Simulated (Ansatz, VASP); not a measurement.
# Cross-check of B3H7N (B3H7N (P2_1/c)) between VASP and Ansatz, part 2 of 2

One calculation is typed for both programs; each brings its own data sets. How far apart do they land? Of the first pair: The structure shown is the start of the Ansatz relaxation below; VASP solves that cell, so the two are compared at the walk's first step.

VASP 6.6.1 and Ansatz 0.2.0.

So far: Starting point; Ansatz: relaxation, PBEsol.

## 3. VASP: single point, PBEsol, start cell, pair 1

Level of this step: PBEsol; plane waves and PAW (B, H, N) (VASP).

The same cell, functional, mesh and smearing now go to VASP, with its own data sets.

Lines of VASP's logs that name or quote its potential files are left out, and so is its time.

Input file INCAR:

```
SYSTEM = B3H7N
PREC = Accurate
ENCUT = 520
EDIFF = 1E-06
NELM = 120
ISMEAR = -1
SIGMA = 0.05
LREAL = Auto
ALGO = Normal
GGA = PS
NBANDS = 218
LORBIT = 11
LWAVE = .FALSE.
LCHARG = .FALSE.
ISIF = 2
LASPH = .TRUE.
GGA_COMPAT = .FALSE.
EFERMI = MIDGAP
```

Input file POSCAR:

```
B3H7N
1.0
   10.4908100000     -0.0560100000      0.1916200000
   -0.0810900000     15.2950600000      0.2353200000
   -5.6636300000      0.1842200000      9.4299500000
B H N
36 84 12
Direct
    0.0514955756      0.2009123733      0.8137958015
    0.8773811990      0.9587018697      0.5430436525
    0.7863475678      0.0937206567      0.0395193754
    0.0964200760      0.3345129112      0.4125797493
    0.1435674197      0.2059113767      0.0000778950
    0.6515731750      0.9874515284      0.4118132604
    0.5977361143      0.1748983238      0.9347456489
    0.2674746427      0.3807784306      0.5376849006
    0.1818782935      0.2850178254      0.8995888723
    0.7104026378      0.9882801501      0.5888907748
    0.5619348760      0.0645805978      0.9364339082
    0.2616946015      0.3056072911      0.4140465827
    0.2331838814      0.5522913874      0.9843161518
    0.8090711736      0.4104398174      0.5195659663
    0.8685035017      0.5053497600      0.0797415101
    0.0907622244      0.6021269986      0.4793997441
    0.4433193069      0.4903216608      0.0772505327
    0.7033372045      0.2994869571      0.5407824277
    0.8198517607      0.4972226619      0.8998450224
    0.2682384282      0.6884721636      0.5683475398
    0.4245934732      0.5797607341      0.9700698416
    0.6437655168      0.3982004370      0.5670270919
    0.8740986740      0.4021773304      0.0126580568
    0.2471912850      0.6377576241      0.4218003364
    0.2755197370      0.8358902017      0.9648304843
    0.8548496435      0.6787231749      0.6186540304
    0.9084636242      0.8030205795      0.0018190338
    0.1356067464      0.9428706948      0.3752659031
    0.3486229639      0.8254002718      0.1497106216
    0.7045398860      0.6873898088      0.4434529873
[... 96 atom lines left out ...]
    0.7388655879      0.4570276154      0.9674251547
    0.1918178281      0.3950490056      0.3818557825
    0.4269205515      0.8623529043      0.0769319666
    0.6079471105      0.9236491628      0.4889900852
    0.7103881515      0.8582119054      0.0639792360
    0.2218397466      0.7328591589      0.4293802884
```

Input file KPOINTS:

```
Automatic mesh
0
Gamma
2 1 2
0 0 0
```

Potentials, in the order of the species: B, H and N (PBE family, release 64).

Command:

```bash
> export OMP_NUM_THREADS=3
> mpirun -np 1 vasp_std
```

Numbers of over 12 decimals in the logs are rounded to 6 here.

Output:

```text
[banner, memory and clock lines left out]
running    1 mpi-ranks, on    1 nodes
[...]
Offloading initialized ...    1 GPUs detected
[...]
|                                                                             |
|               ----> ADVICE to this user running VASP <----                  |
|                                                                             |
|     You enforced a specific xc type in the INCAR file but a different       |
|     [... a line on the potential file left out ...]
|     I HOPE YOU KNOW WHAT YOU ARE DOING!                                     |
|                                                                             |

 LDA part: xc-table for (Slater+PW92), standard interpolation
 POSCAR, INCAR and KPOINTS ok, starting setup
[...]
entering main loop
       N       E                     dE             d eps       ncg     rms          rms(c)
DAV:   1     0.958786563146E+03    0.95879E+03   -0.99308E+04  1744   0.944E+02
DAV:   2    -0.537572734465E+03   -0.14964E+04   -0.14314E+04  2194   0.206E+02
DAV:   3    -0.685270094999E+03   -0.14770E+03   -0.14620E+03  2248   0.651E+01
DAV:   4    -0.689329750363E+03   -0.40597E+01   -0.40505E+01  2256   0.122E+01
[...]
DAV:  17    -0.636166246694E+03   -0.18814E-05   -0.15664E-05  2072   0.128E-02    0.931E-03
DAV:  18    -0.636166248104E+03   -0.14103E-05   -0.92882E-06  2280   0.700E-03    0.789E-03
DAV:  19    -0.636166247951E+03    0.15285E-06   -0.19755E-06  1696   0.389E-03
   1 F= -.63616625E+03 E0= -.63616625E+03  d E =-.115821E-18
```

OUTCAR, selected parts (step 3):

```text
  FREE ENERGIE OF THE ION-ELECTRON SYSTEM (eV)
  ---------------------------------------------------
  free  energy   TOTEN  =      -636.1662479512 eV

  energy  without entropy=     -636.1662479512  energy(sigma->0) =     -636.16624795
```

The run ends at a pressure of -1.82 GPa, with forces up to 0.60 eV/Å.

## 4. Comparison

Known differences besides the potentials themselves: the cutoff is 420 eV in Ansatz and 520 eV in VASP (PREC = Accurate, projectors in real space); Ansatz makes its cores anew for this functional, VASP keeps those of its PBE data sets. Total energies have different zeros and are not compared.

Forces on 7 of the 132 atoms, those with the largest forces and the largest differences (eV/Å; atoms numbered as in POSCAR):

| atom | Ansatz x, y, z | VASP x, y, z |
| --- | --- | --- |
| N121 | -0.558, 0.426, -0.049 | -0.448, 0.347, -0.038 |
| N123 | 0.244, -0.041, -0.451 | 0.194, -0.030, -0.436 |
| N124 | -0.669, 0.234, 0.132 | -0.544, 0.190, 0.110 |
| N126 | 0.116, 0.716, 0.002 | 0.094, 0.581, 0.004 |
| N127 | 0.684, 0.113, 0.193 | 0.555, 0.095, 0.156 |
| N128 | -0.152, -0.547, 0.465 | -0.124, -0.448, 0.380 |
| N129 | -0.711, 0.025, -0.113 | -0.577, 0.019, -0.094 |

The forces differ by 27 meV/Å r.m.s., which is 17.9 % of the r.m.s. force of 0.150 eV/Å (both taken over all components).

## 5. Ansatz: relaxation, PBEsol

This run makes the geometry at which the two programs are then compared.

The structure compared here is the end of the Ansatz relaxation.

Input file input.yaml:

```yaml
crystal:
  lattice:
    - [10.49081, -0.05601, 0.19162]
    - [-0.08109, 15.29506, 0.23532]
    - [-5.66363, 0.18422, 9.42995]
  atoms:
    - { symbol: B, position: [0.0515, 0.20091, 0.8138] }
    - { symbol: B, position: [0.87738, 0.9587, 0.54304] }
    - { symbol: B, position: [0.78635, 0.09372, 0.03952] }
    - { symbol: B, position: [0.09642, 0.33451, 0.41258] }
    - { symbol: B, position: [0.14357, 0.20591, 8.0e-05] }
    - { symbol: B, position: [0.65157, 0.98745, 0.41181] }
    - { symbol: B, position: [0.59774, 0.1749, 0.93475] }
    - { symbol: B, position: [0.26748, 0.38078, 0.53769] }
    - { symbol: B, position: [0.18188, 0.28502, 0.89959] }
    - { symbol: B, position: [0.7104, 0.98828, 0.58889] }
    - { symbol: B, position: [0.56193, 0.06458, 0.93643] }
    - { symbol: B, position: [0.2617, 0.30561, 0.41405] }
    - { symbol: H, position: [0.41766, 0.14714, 0.97206] }
    - { symbol: H, position: [0.71045, 0.02774, 0.68275] }
    - { symbol: H, position: [0.49183, 0.00417, 0.865] }
    - { symbol: H, position: [0.66556, 0.29658, 0.71607] }
    - { symbol: H, position: [0.03796, 0.29091, 0.78907] }
    - { symbol: H, position: [0.96048, 0.01867, 0.55739] }
    - { symbol: H, position: [0.8482, 0.08037, 0.97309] }
    - { symbol: H, position: [0.1533, 0.25246, 0.41381] }
    - { symbol: H, position: [0.25113, 0.34709, 0.89401] }
    - { symbol: H, position: [0.85339, 0.9612, 0.65034] }
    - { symbol: H, position: [0.69705, 0.02654, 0.0183] }
    - { symbol: H, position: [0.32179, 0.26725, 0.3621] }
    - { symbol: H, position: [0.14516, 0.29672, 0.0033] }
    - { symbol: H, position: [0.70391, 0.05768, 0.50177] }
    - { symbol: H, position: [0.57862, 0.11403, 0.83584] }
    - { symbol: H, position: [0.35005, 0.30421, 0.55812] }
    - { symbol: H, position: [0.99441, 0.19982, 0.90381] }
    - { symbol: H, position: [0.77377, 0.96019, 0.40907] }
    - { symbol: H, position: [0.74701, 0.17767, 0.01711] }
    - { symbol: H, position: [0.15872, 0.33806, 0.55616] }
    - { symbol: H, position: [0.1673, 0.17582, 0.1122] }
    - { symbol: H, position: [0.66605, 0.23008, 0.48315] }
    - { symbol: H, position: [0.57072, 0.2422, 0.86437] }
    - { symbol: H, position: [0.30458, 0.10155, 0.48073] }
    - { symbol: H, position: [0.96716, 0.16465, 0.7076] }
    - { symbol: H, position: [0.91688, 0.88245, 0.55643] }
    - { symbol: H, position: [0.85308, 0.09224, 0.16761] }
    - { symbol: H, position: [0.9643, 0.32978, 0.35783] }
    - { symbol: "N", position: [0.21332, 0.1882, 0.91277] }
    - { symbol: "N", position: [0.72646, 0.3291, 0.67863] }
    - { symbol: "N", position: [0.52841, 0.1323, 0.00999] }
    - { symbol: "N", position: [0.30017, 0.94269, 0.44718] }
    - { symbol: B, position: [0.23319, 0.55229, 0.98432] }
    - { symbol: B, position: [0.80907, 0.41044, 0.51957] }
    - { symbol: B, position: [0.8685, 0.50535, 0.07974] }
    - { symbol: B, position: [0.09076, 0.60213, 0.4794] }
    - { symbol: B, position: [0.44332, 0.49032, 0.07725] }
    - { symbol: B, position: [0.70334, 0.29949, 0.54078] }
    - { symbol: B, position: [0.81985, 0.49722, 0.89985] }
    - { symbol: B, position: [0.26824, 0.68847, 0.56835] }
    - { symbol: B, position: [0.42459, 0.57976, 0.97007] }
    - { symbol: B, position: [0.64377, 0.3982, 0.56703] }
    - { symbol: B, position: [0.8741, 0.40218, 0.01266] }
    - { symbol: B, position: [0.24719, 0.63776, 0.4218] }
    - { symbol: H, position: [0.47841, 0.64812, 0.95954] }
    - { symbol: H, position: [0.53476, 0.44039, 0.53831] }
    - { symbol: H, position: [0.53954, 0.47127, 0.94599] }
    - { symbol: H, position: [0.31053, 0.59887, 0.37321] }
    - { symbol: H, position: [0.21524, 0.59948, 0.06163] }
    - { symbol: H, position: [0.77292, 0.43339, 0.39996] }
    - { symbol: H, position: [0.97962, 0.44346, 0.13309] }
    - { symbol: H, position: [0.10949, 0.53241, 0.54185] }
    - { symbol: H, position: [0.27955, 0.60267, 0.91416] }
    - { symbol: H, position: [0.72954, 0.46026, 0.55541] }
    - { symbol: H, position: [0.89486, 0.3242, 0.03132] }
    - { symbol: H, position: [0.12434, 0.58945, 0.37928] }
    - { symbol: H, position: [0.4754, 0.57723, 0.11379] }
    - { symbol: H, position: [0.58752, 0.35117, 0.44437] }
    - { symbol: H, position: [0.92455, 0.43346, 0.92484] }
    - { symbol: H, position: [0.33388, 0.61202, 0.56229] }
    - { symbol: H, position: [0.3052, 0.48197, 0.06041] }
    - { symbol: H, position: [0.81613, 0.32282, 0.52157] }
    - { symbol: H, position: [0.91853, 0.55308, 0.00372] }
    - { symbol: H, position: [0.15088, 0.66159, 0.57836] }
    - { symbol: H, position: [0.51899, 0.45465, 0.19107] }
    - { symbol: H, position: [0.65845, 0.68549, 0.31876] }
    - { symbol: H, position: [0.77954, 0.53219, 0.78644] }
    - { symbol: H, position: [0.33694, 0.42676, 0.63646] }
    - { symbol: H, position: [0.13036, 0.51713, 0.88559] }
    - { symbol: H, position: [0.93152, 0.42417, 0.61779] }
    - { symbol: H, position: [0.87754, 0.54809, 0.174] }
    - { symbol: H, position: [0.96932, 0.6352, 0.40856] }
    - { symbol: "N", position: [0.4407, 0.48785, 0.9415] }
    - { symbol: "N", position: [0.72692, 0.61725, 0.5511] }
    - { symbol: "N", position: [0.73886, 0.45703, 0.96742] }
    - { symbol: "N", position: [0.19182, 0.39505, 0.38186] }
    - { symbol: B, position: [0.27552, 0.83589, 0.96483] }
    - { symbol: B, position: [0.85485, 0.67872, 0.61865] }
    - { symbol: B, position: [0.90846, 0.80302, 0.00182] }
    - { symbol: B, position: [0.13561, 0.94287, 0.37527] }
    - { symbol: B, position: [0.34862, 0.8254, 0.14971] }
    - { symbol: B, position: [0.70454, 0.68739, 0.44345] }
    - { symbol: B, position: [0.68297, 0.81072, 0.93751] }
    - { symbol: B, position: [0.25356, 0.02968, 0.47476] }
    - { symbol: B, position: [0.32158, 0.93137, 0.06776] }
    - { symbol: B, position: [0.67313, 0.69813, 0.58629] }
    - { symbol: B, position: [0.79291, 0.77418, 0.10891] }
    - { symbol: B, position: [0.25862, 0.92682, 0.55863] }
    - { symbol: H, position: [0.61922, 0.86158, 0.07848] }
    - { symbol: H, position: [0.29852, 0.77471, 0.42669] }
    - { symbol: H, position: [0.81031, 0.71788, 0.19585] }
    - { symbol: H, position: [0.49923, 0.92779, 0.46767] }
    - { symbol: H, position: [0.19211, 0.90974, 0.94549] }
    - { symbol: H, position: [0.8031, 0.74229, 0.6709] }
    - { symbol: H, position: [0.94313, 0.7394, 0.9608] }
    - { symbol: H, position: [0.10945, 0.91182, 0.48128] }
    - { symbol: H, position: [0.33002, 0.00991, 0.07402] }
    - { symbol: H, position: [0.58998, 0.70742, 0.63098] }
    - { symbol: H, position: [0.9323, 0.78242, 0.12964] }
    - { symbol: H, position: [0.31292, 0.88116, 0.66402] }
    - { symbol: H, position: [0.27633, 0.898, 0.15936] }
    - { symbol: H, position: [0.63222, 0.75357, 0.47049] }
    - { symbol: H, position: [0.72139, 0.72517, 0.98784] }
    - { symbol: H, position: [0.24641, 0.01172, 0.59476] }
    - { symbol: H, position: [0.22361, 0.7884, 0.03986] }
    - { symbol: H, position: [0.84005, 0.72997, 0.50639] }
    - { symbol: H, position: [0.78207, 0.83289, 0.89598] }
    - { symbol: H, position: [0.10491, 0.03125, 0.38454] }
    - { symbol: H, position: [0.38975, 0.77892, 0.25327] }
    - { symbol: H, position: [0.58576, 0.0275, 0.30051] }
    - { symbol: H, position: [0.57279, 0.79804, 0.82641] }
    - { symbol: H, position: [0.35505, 0.70808, 0.68766] }
    - { symbol: H, position: [0.23482, 0.8027, 0.85339] }
    - { symbol: H, position: [0.98345, 0.66469, 0.70078] }
    - { symbol: H, position: [0.97838, 0.87085, 0.02707] }
    - { symbol: H, position: [0.03967, 0.91795, 0.26393] }
    - { symbol: "N", position: [0.42692, 0.86235, 0.07693] }
    - { symbol: "N", position: [0.60795, 0.92365, 0.48899] }
    - { symbol: "N", position: [0.71039, 0.85821, 0.06398] }
    - { symbol: "N", position: [0.22184, 0.73286, 0.42938] }
kpoints:
  mp_grid: { grid: [2, 1, 2] }
hamiltonian:
  xc: pbesol
scf:
  occupations: { method: fermi_dirac, width: 0.05 }
output:
  forces: true
  eigenvalues: true
  stress: true
relax:
  f_tol: 0.05
  max_steps: 70
```

Command:

```bash
> ansatz run input.yaml --threads 4 --pin off --max-ram 15872MiB --backend cpu --events-out ev --progress --plain --runs-dir out
```

Output:

```text
[...]
Crystal: 132 atoms, lattice volume = 1529.280 Å³
Basis set: ecut = 420 eV, 29873 PW (Γ), exchange–correlation on 144×216×150 points (8 copies of the dense FFT grid, shifted against one another)
Bands: 258, of which v1, the nominal top of the filled ones, is band 126 counted from 1 (125 counted from 0)
Symmetry: 1 space group operations
[...]
k-points: 4
[...]
- { symbol: B, position: [0.674566, 0.696819, 0.587877] }
    - { symbol: B, position: [0.788616, 0.775601, 0.105892] }
    - { symbol: B, position: [0.257919, 0.926380, 0.556270] }
[...]
- { symbol: H, position: [0.233604, 0.802533, 0.855454] }
    - { symbol: H, position: [0.981790, 0.664087, 0.700168] }
    - { symbol: H, position: [0.972195, 0.872370, 0.025072] }
    - { symbol: H, position: [0.045415, 0.916356, 0.263522] }
    - { symbol: N, position: [0.425942, 0.861700, 0.075574] }
    - { symbol: N, position: [0.606456, 0.921798, 0.487677] }
    - { symbol: N, position: [0.706028, 0.858498, 0.061035] }
    - { symbol: N, position: [0.224041, 0.734125, 0.431121] }
```

## 6. VASP: single point, PBEsol, relaxed cell, pair 2

The same cell, functional, mesh and smearing now go to VASP, with its own data sets.

Edit INCAR of step 3 so:

```diff
@@ -2,3 +2,3 @@
 PREC = Accurate
-ENCUT = 520
+ENCUT = 600
 EDIFF = 1E-06
```

Input file POSCAR:

```
B3H7N
1.0
   10.4908100000     -0.0560100000      0.1916200000
   -0.0810900000     15.2950600000      0.2353200000
   -5.6636300000      0.1842200000      9.4299500000
B H N
36 84 12
Direct
    0.0534800000      0.2012900000      0.8136200000
    0.8730000000      0.9562800000      0.5392700000
    0.7826100000      0.0925600000      0.0401500000
    0.0978100000      0.3366100000      0.4146400000
    0.1449900000      0.2066500000      0.9980500000
    0.6491000000      0.9850600000      0.4109100000
    0.5968100000      0.1738800000      0.9365300000
    0.2669700000      0.3833100000      0.5370500000
    0.1825100000      0.2847100000      0.8979300000
    0.7088400000      0.9855000000      0.5865600000
    0.5596600000      0.0647300000      0.9355800000
    0.2613500000      0.3078400000      0.4159700000
    0.2372900000      0.5507600000      0.9828000000
    0.8092600000      0.4108400000      0.5230200000
    0.8691500000      0.5053500000      0.0808800000
    0.0908400000      0.6050100000      0.4769800000
    0.4457900000      0.4895500000      0.0751500000
    0.7053800000      0.3011600000      0.5462700000
    0.8218900000      0.4973700000      0.9029600000
    0.2687000000      0.6892100000      0.5677700000
    0.4271300000      0.5781800000      0.9690800000
    0.6470300000      0.3990500000      0.5724500000
    0.8748000000      0.4031800000      0.0144800000
    0.2475000000      0.6399800000      0.4217900000
    0.2754300000      0.8355300000      0.9659400000
    0.8543700000      0.6778300000      0.6193300000
    0.9036000000      0.8049600000      0.0001300000
    0.1382400000      0.9417400000      0.3742100000
    0.3499400000      0.8256500000      0.1494000000
    0.7050800000      0.6860100000      0.4460700000
[... 96 atom lines left out ...]
    0.7409700000      0.4576800000      0.9691700000
    0.1914000000      0.3962300000      0.3825700000
    0.4259400000      0.8617000000      0.0755700000
    0.6064600000      0.9218000000      0.4876800000
    0.7060300000      0.8585000000      0.0610300000
    0.2240400000      0.7341300000      0.4311200000
```

KPOINTS is that of step 3.

Command:

```bash
> export OMP_NUM_THREADS=3
> mpirun -np 1 vasp_std
```

Output:

```text
[banner, memory and clock lines left out]
running    1 mpi-ranks, on    1 nodes
[...]
Offloading initialized ...    1 GPUs detected
[...]
[... a notice as in an earlier step ...]

 LDA part: xc-table for (Slater+PW92), standard interpolation
 POSCAR, INCAR and KPOINTS ok, starting setup
[...]
entering main loop
       N       E                     dE             d eps       ncg     rms          rms(c)
DAV:   1     0.107205862758E+04    0.10721E+04   -0.10766E+05  1744   0.106E+03
DAV:   2    -0.527401515050E+03   -0.15995E+04   -0.15280E+04  2196   0.217E+02
DAV:   3    -0.688441392852E+03   -0.16104E+03   -0.15946E+03  2240   0.688E+01
DAV:   4    -0.692917208134E+03   -0.44758E+01   -0.44656E+01  2264   0.130E+01
[...]
DAV:  17    -0.636475702517E+03   -0.38490E-05   -0.28683E-05  2184   0.158E-02    0.129E-02
DAV:  18    -0.636475704035E+03   -0.15179E-05   -0.11813E-05  2240   0.845E-03    0.108E-02
DAV:  19    -0.636475703316E+03    0.71803E-06   -0.33508E-06  1824   0.472E-03
   1 F= -.63647570E+03 E0= -.63647570E+03  d E =-.605188E-19
```

From OUTCAR (step 6):

```text
  FREE ENERGIE OF THE ION-ELECTRON SYSTEM (eV)
  ---------------------------------------------------
  free  energy   TOTEN  =      -636.4757033165 eV

  energy  without entropy=     -636.4757033165  energy(sigma->0) =     -636.47570332
```

The run ends at a pressure of 0.02 GPa, with forces up to 0.15 eV/Å.

## 7. Side by side

What differs besides the data sets and the points named for the pairs above, as far as they apply: the cutoff is 420 eV in Ansatz and 600 eV in VASP (PREC = Accurate, projectors in real space). Total energies have different zeros and are not compared.

Compared:

| quantity | Ansatz | VASP | difference |
| --- | --- | --- | --- |
| pressure (GPa) | -0.04 | 0.02 | -0.06 |
| gap on the k mesh (eV) | 4.518 | 4.506 | +0.011 |

Forces on 7 of the 132 atoms, those with the largest forces and the largest differences (eV/Å; atoms numbered as in POSCAR):

| atom | Ansatz x, y, z | VASP x, y, z |
| --- | --- | --- |
| B5 | -0.009, -0.001, 0.008 | -0.070, -0.008, 0.076 |
| N121 | 0.015, 0.001, 0.001 | 0.130, -0.082, 0.014 |
| N124 | 0.012, 0.008, 0.012 | 0.143, -0.037, -0.009 |
| N126 | -0.005, -0.008, 0.000 | -0.027, -0.146, 0.001 |
| N127 | -0.012, 0.009, 0.000 | -0.147, -0.011, -0.036 |
| N128 | 0.004, 0.012, -0.005 | 0.032, 0.114, -0.096 |
| N129 | 0.009, -0.007, 0.000 | 0.151, -0.011, 0.019 |

The forces differ by 29 meV/Å r.m.s., where the r.m.s. force is 0.005 eV/Å in Ansatz and 0.031 eV/Å in VASP: the atoms lie near their places of rest in Ansatz, so a percentage would say little (all taken over all components). A gap on the mesh is an upper bound, since the band edges may lie between its points.

## 8. Outcome

| Quantity | Value |
| --- | --- |
| r.m.s. force difference (single point, PBEsol, start cell, pair 1) | 27 meV/Å |
| r.m.s. force difference (single point, PBEsol, relaxed cell, pair 2) | 29 meV/Å |

The r.m.s. force difference is 29 meV/Å (single point, PBEsol, relaxed cell, pair 2), beyond the 12 meV/Å picked in this series as the mark of a large difference. What causes the difference of the single point, PBEsol, start cell, pair 1 pair stays open here. What causes the difference of the single point, PBEsol, relaxed cell, pair 2 pair stays open here. How closely two codes agree says nothing of how well the functional describes the real material.

[Lines on the potential files, build, host, timing and source positions are cut from VASP's logs without a mark.]

[Logs are printed without paths, hosts, clocks, repeated set-up lines and the standing remarks that a program may print on its own settings, such as how far it seeks lower states.]

[Hosts, paths, dates, database ids (printed as entryN), source tags and the programs' standing remarks are cut or masked in the printed files.]
